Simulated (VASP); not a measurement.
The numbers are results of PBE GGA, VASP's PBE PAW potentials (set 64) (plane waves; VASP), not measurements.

Input for VASP

POSCAR:
```
Hf
1
    1.6269000000    -2.8178730000     0.0000000000
    1.6269000000     2.8178730000     0.0000000000
    0.0000000000     0.0000000000     5.1510000000
Hf
2
Direct
  0.3333330000   0.6666670000   0.2500000000
  0.6666670000   0.3333330000   0.7500000000
```

INCAR:
```
# general
SYSTEM  = Hf
PREC    = Accurate
ENCUT   = 400   # plane-wave cut-off (eV)
LREAL   = F   # projection in real space or not
LASPH   = T

# electronic loop
EDIFF   = 1E-6   # SCF stop (eV)
NELM    = 100
ALGO    = Normal   # blocked Davidson
LMAXMIX = 6   # l cut-off of mixed one-centre charges

# smearing
ISMEAR  = 1   # Methfessel-Paxton
SIGMA   = 0.1   # width (eV)

# functional
GGA     = PE   # PBE

# ions
ISIF    = 2   # forces and stress, cell fixed

# output
LWAVE   = F
LCHARG  = F
```

**KPOINTS**
```
Automatic mesh
0
Gamma
9 9 5
0 0 0
```

POTCAR, in this order: Hf_pv (PBE.64 set). Program: vasp_std.

The run wrote:

OSZICAR:
```
       N       E                     dE             d eps       ncg     rms          rms(c)
DAV:   1     0.379819526333E+02    0.37982E+02   -0.10281E+04  1040   0.110E+03
DAV:   2    -0.188480586216E+02   -0.56830E+02   -0.55866E+02  1272   0.232E+02
DAV:   3    -0.205799377841E+02   -0.17319E+01   -0.16822E+01  1382   0.279E+01
DAV:   4    -0.205967890947E+02   -0.16851E-01   -0.16840E-01  1176   0.341E+00
DAV:   5    -0.205970798319E+02   -0.29074E-03   -0.29072E-03  1412   0.365E-01    0.629E+01
DAV:   6    -0.200188868441E+02    0.57819E+00   -0.58230E-01  1092   0.574E+00    0.368E+01
DAV:   7    -0.198232561076E+02    0.19563E+00   -0.94058E-01  1106   0.696E+00    0.188E+00
DAV:   8    -0.198125177736E+02    0.10738E-01   -0.62132E-02  1122   0.187E+00    0.306E-01
DAV:   9    -0.198126090116E+02   -0.91238E-04   -0.13244E-03  1422   0.289E-01    0.211E-01
DAV:  10    -0.198126008020E+02    0.82096E-05   -0.68335E-05  1164   0.647E-02    0.289E-01
DAV:  11    -0.198126022516E+02   -0.14496E-05   -0.11426E-05  1302   0.270E-02    0.466E-03
DAV:  12    -0.198126024619E+02   -0.21024E-06   -0.49170E-07   852   0.569E-03
   1 F= -.19812602E+02 E0= -.19812527E+02  d E =-.224975E-03
```

### OUTCAR
```
------------------------ aborting loop because EDIFF is reached ----------------------------------------
  FORCE on cell =-STRESS in cart. coord.  units (eV):
  Direction    XX          YY          ZZ          XY          YZ          ZX
  --------------------------------------------------------------------------------------
  Total       -1.4529068     -1.4529063     -1.7993565      0.0000000      0.0000000      0.0000000
  in kB      -49.2883759    -49.2883599    -61.0413291      0.0000000      0.0000000      0.0000000
  external PRESSURE =     -53.2060216 kB  Pullay stress =       0.0000000 kB
  volume of cell :       47.23
      direct lattice vectors                 reciprocal lattice vectors
     1.626900000 -2.817873000  0.000000000     0.307332965 -0.177438799  0.000000000
     1.626900000  2.817873000  0.000000000     0.307332965  0.177438799  0.000000000
     0.000000000  0.000000000  5.151000000     0.000000000  0.000000000  0.194137061
 POSITION                                       TOTAL-FORCE (eV/Angst)
 -----------------------------------------------------------------------------------
      1.62690      0.93929      1.28775         0.000000     -0.000000      0.000000
      1.62690     -0.93929      3.86325        -0.000000      0.000000      0.000000
 -----------------------------------------------------------------------------------
    total drift:                                0.000000      0.000191     -0.000015
  FREE ENERGIE OF THE ION-ELECTRON SYSTEM (eV)
  ---------------------------------------------------
  free  energy   TOTEN  =       -19.8126024619 eV

  energy  without entropy=      -19.8123774864  energy(sigma->0) =      -19.81252747
```
(Selected blocks of OUTCAR.)

The compound is Hf in the hcp structure. The cell was not relaxed at this level. The run is one of a series of settings (KPOINTS 9×9×5 Γ-centred mesh against the base run), some of them coarse on purpose.
